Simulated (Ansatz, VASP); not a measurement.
**Al2Pt (Al2Pt (Fm-3m)) in two plane-wave programs**

Wanted: the spread between two codes on one cell, functional and k mesh. The cell is taken from a series of runs on this material, whose earlier steps may have relaxed, scaled, displaced or heated it; both programs get it as it stands.

Main program and level: Ansatz 0.2.0; plane waves, with VASP 6.6.1 beside it; relaxation of cell and atoms at PBEsol.

## (1) Set-up

It takes space group Fm-3m (No. 225, cubic). Conventional cell: a = 5.898 Å, b = 5.898 Å, c = 5.898 Å, α = 90.00°, β = 90.00°, γ = 90.00°. Al has 4 Pt at 2.55 Å nearest. Pt has 8 Al at 2.55 Å nearest. Farther neighbours are not listed.

## (2) VASP: relaxation of cell and atoms, PBEsol

The relaxed volume is the usual yardstick between codes: in a stiff, nearly cubic crystal its relative difference is about their pressure difference at one cell divided by the bulk modulus.

Lines of VASP's logs that name or quote its potential files are left out, and so is its time.

Contents of INCAR:

```
SYSTEM = Al2Pt
PREC = Accurate
ENCUT = 500
EDIFF = 1E-07
NELM = 120
ISMEAR = -1
SIGMA = 0.05
LREAL = .FALSE.
ALGO = Normal
GGA = PS
NBANDS = 14
LASPH = .TRUE.
LORBIT = 11
LWAVE = .FALSE.
LCHARG = .FALSE.
ISIF = 3
IBRION = 2
NSW = 80
EDIFFG = -0.005
GGA_COMPAT = .FALSE.
NELMIN = 4
```

Contents of POSCAR:

```
Al2Pt
1.0
    0.0000000000      2.9491710000      2.9491710000
    2.9491710000      0.0000000000      2.9491710000
    2.9491710000      2.9491710000      0.0000000000
Al Pt
2 1
Direct
    0.2499999152      0.2499999152      0.2499999152
    0.7499999152      0.7499999152      0.7499999152
    0.0000000000      0.0000000000      0.0000000000
```

Contents of KPOINTS:

```
Automatic mesh
0
Gamma
11 11 11
0 0 0
```

Potentials, in the order of the species: Al and Pt (PBE family, release 64).

Command:

```console
mpirun -np 1 vasp_std
```

Numbers of over 12 decimals in the logs are rounded to 6 here.

Output:

```text
[banner, memory and clock lines left out]
running    1 mpi-ranks, on    1 nodes
 distrk:  each k-point on    1 cores,    1 groups
 distr:  one band on    1 cores,    1 groups

 POSCAR found type information on POSCAR AlPt
 POSCAR found :  2 types and       3 ions
|                                                                             |
|               ----> ADVICE to this user running VASP <----                  |
|                                                                             |
|     You enforced a specific xc type in the INCAR file but a different       |
|     [... a line on the potential file left out ...]
|     I HOPE YOU KNOW WHAT YOU ARE DOING!                                     |
|                                                                             |

 LDA part: xc-table for (Slater+PW92), standard interpolation
 POSCAR, INCAR and KPOINTS ok, starting setup
 FFT: planning ... GRIDC
 FFT: planning ... GRID_SOFT
 FFT: planning ... GRID
 WAVECAR not read
 entering main loop
       N       E                     dE             d eps       ncg     rms          rms(c)
DAV:   1     0.447837692196E+02    0.44784E+02   -0.64058E+03  1608   0.933E+02
DAV:   2    -0.168828181948E+02   -0.61667E+02   -0.54786E+02  1852   0.168E+02
DAV:   3    -0.184079522434E+02   -0.15251E+01   -0.15155E+01  2054   0.255E+01
DAV:   4    -0.184204596112E+02   -0.12507E-01   -0.12506E-01  1834   0.274E+00
DAV:   5    -0.184206741017E+02   -0.21449E-03   -0.21449E-03  2046   0.370E-01    0.896E+00
DAV:   6    -0.178985889942E+02    0.52209E+00   -0.22966E+00  1802   0.139E+01    0.224E+00
DAV:   7    -0.178049830973E+02    0.93606E-01   -0.17513E-01  1736   0.406E+00    0.168E+00
DAV:   8    -0.177671628698E+02    0.37820E-01   -0.32702E-02  1840   0.150E+00    0.264E-01
DAV:   9    -0.177669100534E+02    0.25282E-03   -0.17019E-03  1990   0.360E-01    0.166E-01
DAV:  10    -0.177669558940E+02   -0.45841E-04   -0.20429E-04  1894   0.117E-01    0.192E-02
DAV:  11    -0.177669511473E+02    0.47467E-05   -0.15939E-05  1892   0.392E-02    0.803E-03
DAV:  12    -0.177669512079E+02   -0.60604E-07   -0.14903E-06  1808   0.831E-03    0.188E-03
DAV:  13    -0.177669511226E+02    0.85360E-07   -0.34767E-07  1856   0.550E-03
   1 F= -.17766951E+02 E0= -.17761596E+02  d E =-.177670E+02
 curvature:   0.00 expect dE= 0.000E+00 dE for cont linesearch  0.000E+00
 trial: gam= 0.00000 g(F)=  0.578E-43 g(S)=  0.127E-03 ort = 0.000E+00 (trialstep = 0.100E+01)
 search vector abs. value=  0.127E-03
 bond charge predicted
       N       E                     dE             d eps       ncg     rms          rms(c)
DAV:   1    -0.177679035630E+02   -0.95236E-03   -0.12647E-02  1742   0.107E+00    0.196E-01
DAV:   2    -0.177670060162E+02    0.89755E-03   -0.43516E-03  1784   0.646E-01    0.536E-02
DAV:   3    -0.177669485667E+02    0.57449E-04   -0.19999E-04  1724   0.141E-01    0.161E-02
DAV:   4    -0.177669435578E+02    0.50090E-05   -0.20378E-05  1838   0.238E-02    0.569E-03
DAV:   5    -0.177669437334E+02   -0.17561E-06   -0.27771E-06  1838   0.160E-02    0.364E-03
DAV:   6    -0.177669439377E+02   -0.20427E-06   -0.47328E-07  1772   0.584E-03    0.391E-04
DAV:   7    -0.177669439380E+02   -0.33879E-09   -0.73248E-09   880   0.729E-04
   2 F= -.17766944E+02 E0= -.17761594E+02  d E =0.718455E-05
 trial-energy change:    0.000007  1 .order    0.000010   -0.000127    0.000147
 step:   0.4795(harm=  0.4622)  dis= 0.00000  next Energy=   -17.766982 (dE=-0.307E-04)
 bond charge predicted
       N       E                     dE             d eps       ncg     rms          rms(c)
DAV:   1    -0.177672442327E+02   -0.30030E-03   -0.34266E-03  1724   0.557E-01    0.101E-01
DAV:   2    -0.177670008675E+02    0.24337E-03   -0.11752E-03  1778   0.336E-01    0.278E-02
DAV:   3    -0.177669845147E+02    0.16353E-04   -0.53552E-05  1736   0.730E-02    0.860E-03
DAV:   4    -0.177669819479E+02    0.25668E-05   -0.54501E-06  1790   0.123E-02    0.298E-03
DAV:   5    -0.177669818122E+02    0.13574E-06   -0.74081E-07  1802   0.825E-03    0.190E-03
DAV:   6    -0.177669817158E+02    0.96442E-07   -0.12006E-07   882   0.301E-03
   3 F= -.17766982E+02 E0= -.17761629E+02  d E =-.305932E-04
 curvature:  -0.23 expect dE=-0.370E-07 dE for cont linesearch -0.370E-07
 trial: gam= 0.00000 g(F)=  0.265E-43 g(S)=  0.160E-06 ort =-0.451E-05 (trialstep = 0.896E+00)
 search vector abs. value=  0.161E-06
 reached required accuracy - stopping structural energy minimisation
```

From OUTCAR (step 2):

```text
ion  position               nearest neighbor table
   1  0.250  0.250  0.250-   3 2.55   3 2.55   3 2.55   3 2.55   2 2.95   2 2.95   2 2.95   2 2.95
                             2 2.95   2 2.95
   2  0.750  0.750  0.750-   3 2.55   3 2.55   3 2.55   3 2.55   1 2.95   1 2.95   1 2.95   1 2.95
                             1 2.95   1 2.95
   3  0.000  0.000  0.000-   1 2.55   2 2.55   2 2.55   2 2.55   1 2.55   1 2.55   1 2.55   2 2.55

  LATTYP: Found a face centered cubic cell.
 ALAT       =     5.8983420000

 Subroutine GETGRP returns: Found 48 space group operations
 (whereof 48 operations were pure point group operations)

The static configuration has the point symmetry O_h .

 Found     56 irreducible k-points:

   k-points           NKPTS =     56   k-points in BZ     NKDIM =     56   number of bands    NBANDS=     14

   dimension x,y,z NGX =    30 NGY =   30 NGZ =   30
   dimension x,y,z NGXF=    60 NGYF=   60 NGZF=   60

   ENCUT  =  500.0 eV  36.75 Ry    6.06 a.u.   7.60  7.60  7.60*2*pi/ulx,y,z

   NELECT =      16.0000    total number of electrons

 k-points in reciprocal lattice and weights: Automatic mesh
   0.00000000  0.00000000  0.00000000       0.001
   0.09090909  0.00000000  0.00000000       0.006
   0.18181818  0.00000000  0.00000000       0.006
   0.27272727  0.00000000  0.00000000       0.006
   0.36363636  0.00000000  0.00000000       0.006
   0.45454545  0.00000000  0.00000000       0.006
   0.09090909  0.09090909  0.00000000       0.005
   0.18181818  0.09090909  0.00000000       0.018
   0.27272727  0.09090909  0.00000000       0.018
[...]
-0.36363636  0.45454545  0.18181818       0.018
  -0.27272727  0.45454545  0.18181818       0.018

 average (electrostatic) potential at core
       1 -72.0494       2 -72.0494       3 -66.4109

 E-fermi :   7.8564

 k-point     1 :       0.0000    0.0000    0.0000
  band No.  band energies     occupation
    ...
      2       2.7794      2.00000
      3       2.7794      2.00000
      4       2.7794      2.00000
      5       4.1447      2.00000
      6       4.1447      2.00000
      7      10.9176      0.00000
      8      11.6731      0.00000
      9      11.6731      0.00000
     10      11.6731      0.00000
     11      13.3409      0.00000
    ...

 k-point     2 :       0.0909    0.0000    0.0000
  band No.  band energies     occupation
    ...
      2       2.7119      2.00000
      3       2.8180      2.00000
      4       2.8180      2.00000
      5       4.1308      2.00000
      6       4.1308      2.00000
      7      10.2242      0.00000
      8      11.1407      0.00000
      9      11.3603      0.00000
     10      11.3603      0.00000
     11      13.6971      0.00000
    ...

 k-point     3 :       0.1818    0.0000    0.0000
  band No.  band energies     occupation
    ...
      2       2.5351      2.00000
      3       2.9159      2.00000
      4       2.9159      2.00000
      5       4.1118      2.00000
      6       4.1118      2.00000
      7       8.3238      0.00017
      8      10.7062      0.00000
      9      10.7062      0.00000
     10      11.4467      0.00000
     11      13.5517      0.00000
    ...

  Total        0.0018235      0.0018235      0.0018235      0.0000000     -0.0000000      0.0000000
  in kB        0.0570152      0.0570152      0.0570152      0.0000000     -0.0000000      0.0000000
  external PRESSURE =       0.0570152 kB  Pullay stress =       0.0000000 kB

  energy-cutoff  :      500.00
  volume of cell :       51.24
      direct lattice vectors                 reciprocal lattice vectors
    -0.000000000  2.948005202  2.948005202    -0.169606214  0.169606214  0.169606214
     2.948005202 -0.000000000  2.948005202     0.169606214 -0.169606214  0.169606214
     2.948005202  2.948005202 -0.000000000     0.169606214  0.169606214 -0.169606214

 POSITION                                       TOTAL-FORCE (eV/Angst)
 -----------------------------------------------------------------------------------
      1.47400      1.47400      1.47400        -0.000000     -0.000000     -0.000000
      4.42201      4.42201      4.42201         0.000000      0.000000      0.000000
      0.00000      0.00000      0.00000         0.000000     -0.000000      0.000000
 -----------------------------------------------------------------------------------
    total drift:                               -0.000048     -0.000048     -0.000048

  FREE ENERGIE OF THE ION-ELECTRON SYSTEM (eV)
  ---------------------------------------------------
  free  energy   TOTEN  =       -17.7669817158 eV

  energy  without entropy=      -17.7562768752  energy(sigma->0) =      -17.76162930

 reached required accuracy - stopping structural energy minimisation

 total charge
# of ion       s       p       d       tot
------------------------------------------
    1        0.401   0.365   0.000   0.765
    2        0.401   0.365   0.000   0.765
    3        0.832   0.726   8.172   9.730
--------------------------------------------------
tot          1.634   1.456   8.172  11.261

[... 3 further parts left out ...]
```

The PAW data sets were made with PBE, which is usual practice but a small mismatch for other functionals. The run keeps the 48 symmetry operations of its start, so it cannot find a distortion of lower symmetry.

## (3) Ansatz: relaxation of cell and atoms, PBEsol

Ansatz runs on its PAW soft_1 files.

The same cell, functional, mesh and smearing now go to Ansatz.

Contents of input.yaml:

```yaml
crystal:
  lattice:
    - [0.0, 2.9491706, 2.9491706]
    - [2.9491706, 0.0, 2.9491706]
    - [2.9491706, 2.9491706, 0.0]
  atoms:
    - { symbol: Al, position: [0.25, 0.25, 0.25] }
    - { symbol: Al, position: [0.75, 0.75, 0.75] }
    - { symbol: Pt, position: [0.0, 0.0, 0.0] }
basis:
  ecutwfc: 420
  xc_grid: 2
hamiltonian:
  xc: pbesol
  pseudopotentials: { kind: paw, azcp: { folder: soft_1 }, xc_functional: pbe }
kpoints:
  mp_grid: { grid: [11, 11, 11] }
scf:
  occupations: { method: fermi_dirac, width: 0.05 }
  max_iter: 150
output:
  forces: true
  stress: true
relax:
  f_tol: 0.01
  max_steps: 60
  cell: {}
checkpoint:
  write: "../pbesol.run"
  compress: false
  write_wavefunctions: false
  write_every: 100000
```

Command:

```console
ansatz run input.yaml --threads 4 --pin off --max-ram 6594MiB --backend cpu --events-out ev --progress --plain --runs-dir out
```

Output:

```text
Engine: ansatz 0.2.0, aarch64-unknown-linux-gnu
Pseudopotentials: kind: paw
Pseudopotential: Al, paw, valence charge 3, recommended cutoff 420 eV (normal), soft_1/Al.paw.azcp
Pseudopotential: Pt, paw, valence charge 18, recommended cutoff 420 eV (normal), soft_1/Pt.paw.azcp
Functional definition: PBEsol
  exchange = pbesol_x
  correlation = pbesol_c
Crystal: 3 atoms, lattice volume = 51.301 Å³
Basis set: ecut = 420 eV, 965 PW (Γ), exchange–correlation on 60×60×60 points (8 copies of the dense FFT grid, shifted against one another)
Bands: 16, of which v1, the nominal top of the filled ones, is band 12 counted from 1 (11 counted from 0)
Symmetry: 48 space group operations
Space group: Fm-3m (ITA 225), of the structure as read, at distance tolerance 3.7e-5 Å
k-points: 56 of 1331
Non-local potential: Al, projectors of the file, l = 0: 2, l = 1: 2, l = 2: 1
Non-local potential: Pt, projectors of the file, l = 0: 3, l = 1: 2, l = 2: 2, l = 3: 1
PAW form: soft (Blöchl's): semilocal exchange-correlation on the pseudo side does not see the compensation charge
PAW frozen core: Al, regenerated for the run's functional, and the local potential with it (the file was generated under x = pbe(κ = 0.804, μ = 0.219515), c = pbe(β = 0.066725))
PAW frozen core: Pt, regenerated for the run's functional, and the local potential with it (the file was generated under x = pbe(κ = 0.804, μ = 0.219515), c = pbe(β = 0.066725))
PAW one-centre angular grid: Al, 110 points (default); XC on 64 Gauss nodes
PAW one-centre angular grid: Pt, 590 points (default); XC on 64 Gauss nodes
Initial density: superposition of atomic densities (chi_scale 0.1, normalization cell, long waves kept (reshape's long-wave potential 0.00 eV rms))
Initial wavefunctions: pseudopotential atomic-orbital guess
Functional: x = pbesol(κ = 0.804, μ = 0.123457), c = pbesol(β = 0.046)
SCF iter   1: F=—  HF=-13438.307890 eV  |F-HF|=—  |Δ(HF+E_count)|=         —  Δρ=9.42e-2  dr2=5.52e0  ethr=3.10e-3  ⟨swp⟩=5.8  Hψ=4540  notcnv=0
preconditioner: auto → Kerker (q_TF=auto, 2.404 Å⁻¹)  [metal: Δε(μ)=0.031 eV  Ē_g=7.913 eV  σ=0.050 eV  W_gap=0.15  n_scr=14 (ndim 8)  ℏωp=20.7 eV  f_vac=0.000  D(μ)=1.74/eV (n_scr^D=14)]
SCF iter   2: F=—  HF=-13437.096746 eV  |F-HF|=—  |Δ(HF+E_count)|=    1.21e0  Δρ=2.33e-2  dr2=1.60e-1  ethr=3.10e-3  ⟨swp⟩=2.1  Hψ=2177  notcnv=0  defer=11
SCF iter   3: F=—  HF=-13437.097712 eV  |F-HF|=—  |Δ(HF+E_count)|=   9.66e-4  Δρ=1.36e-2  dr2=6.93e-2  ethr=6.66e-4  ⟨swp⟩=1.0  Hψ=1287  notcnv=0  defer=11
SCF iter   4: F=—  HF=-13437.088569 eV  |F-HF|=—  |Δ(HF+E_count)|=   9.14e-3  Δρ=6.27e-3  dr2=1.39e-2  ethr=2.89e-4  ⟨swp⟩=2.0  Hψ=951  notcnv=0  defer=11
SCF iter   5: F=—  HF=-13437.087148 eV  |F-HF|=—  |Δ(HF+E_count)|=   1.42e-3  Δρ=1.40e-3  dr2=7.92e-4  ethr=5.79e-5  ⟨swp⟩=1.1  Hψ=889  notcnv=0  defer=11
SCF iter   6: F=—  HF=-13437.087165 eV  |F-HF|=—  |Δ(HF+E_count)|=   1.75e-5  Δρ=1.83e-4  dr2=2.78e-5  ethr=3.30e-6  ⟨swp⟩=1.0  Hψ=883  notcnv=0  defer=11
SCF iter   7: F=—  HF=-13437.087177 eV  |F-HF|=—  |Δ(HF+E_count)|=   1.20e-5  Δρ=1.92e-5  dr2=2.85e-7  ethr=1.16e-7  ⟨swp⟩=2.5  Hψ=1329  notcnv=0  defer=11
SCF iter   8: F=-13437.087177 eV  HF=-13437.087177 eV  |F-HF|=3.06e-9  |Δ(HF+E_count)|=   5.75e-8  Δρ=3.78e-6  dr2=9.39e-9  ethr=4.17e-10  ⟨swp⟩=4.0  Hψ=2892  notcnv=0
SCF 1 converged in 8 iterations: F = -13437.087177 eV  dr2 = 9.39e-9
  greatest PAW one-centre occupation: 1.000 electrons in one spin orbital (limit 2), on the Pt atom at site 2 (counted from 0), in its partial waves of l = 0
relax step   1: F+E_penalty+E_count = -13437.08717721 eV  Δ(F+E_penalty+E_count) = +0.000e0 eV  max|allowed force component| = 3.469e-18 eV/Å  Δτ_max = 0.0000 Å  P = -0.142 GPa  Ω = 51.301 Å³  (8 SCF iters, dr2 threshold 1.00e-7 eV, accepted)
[...]
relax step   2: F+E_penalty+E_count = -13437.08721359 eV  Δ(F+E_penalty+E_count) = -3.638e-5 eV  max|allowed force component| = 5.860e-17 eV/Å  Δτ_max = 0.0000 Å  P = +0.042 GPa  Ω = 51.234 Å³  energy of the carried Pulay correction = +1.523e-5 eV  (4 SCF iters, dr2 threshold 5.01e-8 eV, accepted)
[...]
relax step   3: F+E_penalty+E_count = -13437.08720439 eV  Δ(F+E_penalty+E_count) = +9.199e-6 eV  max|allowed force component| = 6.014e-17 eV/Å  Δτ_max = 0.0000 Å  P = +0.042 GPa  Ω = 51.234 Å³  stress off target by 4.18e-2 GPa  SCF on the basis re-selected at this cell (its energy is not comparable with the rows above)  (5 SCF iters)
basis re-selected at this cell: Δ(F+E_penalty+E_count) = +9.199e-6 eV, ΔP = -0.000 GPa vs the last step (what re-selecting the basis moved, of the pressure what is left beyond the Pulay correction that the steps carried, after the strain that the cell walked since its last selection, with what the two solves' SCF thresholds leave and, on support functions, any second-order correction that the steps lacked; it is no m [...]
SCF converged after 5 iterations
Free energy (F): -13437.087204 eV
Harris-Foulkes:  -13437.087204 eV  (|F-HF|=5.46e-12)
Internal energy: -13437.076502 eV  (E = F + TS)
E sigma→0 (E₀):  -13437.081853 eV
Entropy (-TS):   -0.010703 eV (-3.568 meV/atom)
Fermi energy:    11.364773 eV
--- Per-component energies (eV) ---
  E_band       = -312.317267
  E_kinetic    = 644.845565
  E_local      = -2658.345888  (includes V_loc(G=0)·N_el)
  E_nonlocal   = 226.091304
  E_hartree    = 1068.107099
  E_xc         = -307.699908
  E_vxc        = -332.114681  (∫ρ·V_xc dr)
  E_paw        = -10260.058928  (= ΣΔE_a)
  E_vpaw       = -329.008789  (= ΣTr[D̂ρ^β])
  E_aug_tail   = 0.001135  (compensation charges beyond the density's cutoff)
  E_ewald      = -2150.342190
  E_core_change = 0.325309  (= ΣΔE_core)
  E_smearing   = -0.010703  (= −TS)
  E_closure    = 0.000000  (closes the sum)
  Σ components = -13437.087204   (vs F -13437.087204, Δ=0.00e0)
--- Forces (eV/Å), atoms counted from 1 ---
  atom   1  Al     0.00000000    -0.00000000    -0.00000000
  atom   2  Al    -0.00000000     0.00000000    -0.00000000
  atom   3  Pt    -0.00000000    -0.00000000    -0.00000000
  max |Σ_I F_I| component: 1.39e-17 eV/Å
--- Stress (GPa, compression-positive) ---
        0.041789       0.000000       0.000000
        0.000000       0.041789       0.000000
        0.000000       0.000000       0.041789
  P = ⅓ Tr σ = 0.0418 GPa (0.418 kbar)
--- Relaxed structure (2 steps of the walk, 2 accepted, 1 SCFs on fresh bases) ---
  F+E_penalty+E_count = -13437.08720439 eV   max|allowed force component| = 6.014e-17 eV/Å   (the final SCF, on the basis selected at the relaxed cell)
  cell:  # Å, volume = 51.2335 Å³
    - [0, 2.947869, 2.947869]
    - [2.947869, 0.0, 2.947869]
    - [2.947869, 2.947869, 0]
  atoms:
    - { symbol: Al, position: [0.25, 0.25, 0.25] }
    - { symbol: Al, position: [0.75, 0.75, 0.75] }
    - { symbol: Pt, position: [0, 0, 0] }
```

## (4) Side by side

Known differences besides the potentials themselves: the data sets hold 24 valence electrons in Ansatz (on its PAW soft_1 files) and 16 in VASP; the cutoff is 420 eV in Ansatz and 500 eV in VASP; Ansatz makes its cores anew for this functional, VASP keeps those of its PBE data sets; Ansatz adds a Pulay correction to the stress that steers its cell, VASP none. Total energies have different zeros and are not compared.

The two programs side by side:

```csv
quantity,Ansatz,VASP,difference
volume (Å³),51.23,51.24,-0.01 %
"edge a after relaxation, in the typed setting (Å)",4.169,4.169,+0.00 %
```

## (5) Results

| Quantity | Value |
| --- | --- |
| difference in volume (relaxation of cell and atoms, PBEsol) | -0.014 % |

**Reading.** The difference in volume is -0.014 % (relaxation of cell and atoms, PBEsol), within the 1.2 % picked in this series as the mark of a large difference, as far as the stopping tolerances let one tell. The data sets hold unlike numbers of valence electrons (24 in Ansatz and 16 in VASP), so part of the differences comes from the potentials. How closely two codes agree says nothing of how well the functional describes the real material.

[Lines on the potential files, build, host, timing and source positions are cut from VASP's logs without a mark.]

[Logs are printed without paths, hosts, clocks, repeated set-up lines and the standing remarks that a program may print on its own settings, such as how far it seeks lower states.]

[Hosts, paths, dates, database ids (printed as entryN), source tags and the programs' standing remarks are cut or masked in the printed files.]
